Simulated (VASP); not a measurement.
Input:

```
CELL_PARAMETERS angstrom
      0.00000     3.08305     3.08305
      3.08305     0.00000     3.08305
      3.08305     3.08305     0.00000
ATOMIC_POSITIONS crystal
  Ru 0.00000 0.00000 0.00000
  Al 0.25000 0.25000 0.25000
```

Level of theory: PBEsol GGA, VASP's PBE PAW potentials (set 64) (plane waves; VASP). Settings: 400 eV cut-off, 9×9×9 Γ-centred mesh, first-order Methfessel-Paxton smearing of 0.10 eV, potentials Ru_pv Al.

Energy and stress use the plane-wave basis of the starting cell.

Problem. The ions, cell shape and volume are relaxed. Give the cell that the relaxation ends in.

Solution. 
```
CELL_PARAMETERS angstrom
      0.00000     2.72062     2.72062
      2.72062     0.00000     2.72062
      2.72062     2.72062     0.00000
ATOMIC_POSITIONS crystal
  Ru 0.00000 0.00000 0.00000
  Al 0.25000 0.25000 0.25000
```
Space group F-43m (216), at a tolerance of 0.03 Å.

Problem. How do energy and volume change from the first to the last step?

Solution. The energy (σ→0) changes by -584.4 meV/atom and the volume by -31.3 %, in 3 ionic steps.

The structure was generated: RuAl was put into the zinc blende type (F-43m), which need not be its known phase. This run relaxes it. Symmetry was kept, so distortions that lower it aren't found. The electron count is odd and the run is not spin-polarised, which forces a metal.
